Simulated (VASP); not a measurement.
This VASP 6.6.1 run on SbC needs a look.

File INCAR:

```
PREC = Accurate
ENCUT = 900
EDIFF = 1E-6
ISMEAR = -1
SIGMA = 0.1
LREAL = False
LASPH = True
NELM = 61
ALGO = Normal
ISIF = 2
LWAVE = False
LCHARG = True
GGA = PE
LELF = True
```

The input KPOINTS:

```
Automatic mesh
0
Gamma
  1 1 1
```

Contents of POSCAR:

```
SbC
1.0
    3.1146800000      0.0000000000      0.0000000000
    0.0000000000      3.1146800000      0.0000000000
    0.0000000000      0.0000000000      3.1146800000
Sb C
1 1
Direct
    0.5095790000      0.5113400000      0.4916920000
    0.0032350000      0.0091060000     -0.0005250000
```

Potentials or basis: VASP PAW PBE potentials, release 64 (Sb, C_h).

Run with:

```console
$ cat potpaw_PBE.64/Sb/POTCAR potpaw_PBE.64/C_h/POTCAR > POTCAR
$ mpirun -np 1 vasp_std > vasp.out
```

OUTCAR:

```text
PREC = Accurate
   ENCUT = 900
   EDIFF = 1E-6
   ISMEAR = -1
   LREAL = False
   LASPH = True
   NELM = 61
   ISIF = 2
   GGA = PE

 ion  position               nearest neighbor table
   1  0.510  0.511  0.492-
   2  0.003  0.009  0.999-

  LATTYP: Found a simple cubic cell.
 ALAT       =     3.1146800000

  Lattice vectors:
[... 165 lines left out ...]
------------------------ aborting loop because EDIFF is reached ----------------------------------------

  FORCE on cell =-STRESS in cart. coord.  units (eV):
  Direction    XX          YY          ZZ          XY          YZ          ZX
  --------------------------------------------------------------------------------------
  -------------------------------------------------------------------------------------
  Total        9.8274460      9.9524123      9.7529806     -0.0006255      0.0007769      0.0023712
  in kB      521.0878477    527.7140297    517.1394167     -0.0331662      0.0411947      0.1257274
  external PRESSURE =     521.9804314 kB  Pullay stress =       0.0000000 kB

 VOLUME and BASIS-vectors are now :
 -----------------------------------------------------------------------------
  energy-cutoff  :      900.00
  volume of cell :       30.22
      direct lattice vectors                 reciprocal lattice vectors
     3.114680000  0.000000000  0.000000000     0.321060269  0.000000000  0.000000000
     0.000000000  3.114680000  0.000000000     0.000000000  0.321060269  0.000000000
     0.000000000  0.000000000  3.114680000     0.000000000  0.000000000  0.321060269

 POSITION                                       TOTAL-FORCE (eV/Angst)
 -----------------------------------------------------------------------------------
      1.58718      1.59266      1.53146        -0.158576     -0.056390      0.193430
      0.01008      0.02836      3.11304         0.158576      0.056390     -0.193430
 -----------------------------------------------------------------------------------
    total drift:                                0.000136      0.000062     -0.000180

  FREE ENERGIE OF THE ION-ELECTRON SYSTEM (eV)
  ---------------------------------------------------
  free  energy   TOTEN  =        -2.3911509410 eV

  energy  without entropy=       -2.1208220240  energy(sigma->0) =       -2.25598648
```

On the terminal:

```text
POSCAR found type information on POSCAR SbC
 POSCAR found :  2 types and       2 ions
 scaLAPACK will be used
 LDA part: xc-table for (Slater+PW92), standard interpolation
 POSCAR, INCAR and KPOINTS ok, starting setup
 FFT: planning ... GRIDC
 FFT: planning ... GRID_SOFT
 FFT: planning ... GRID
 WAVECAR not read
 entering main loop
```

Question: What happened, and what is wrong with the input?

Answer: The calculation finished and met its thresholds. The input holds a flaw that was put in on purpose: one k point for a small cell (k = 1 × 1 × 1). The program doesn't stop on it, so the numbers can't be trusted though the run ends normally.
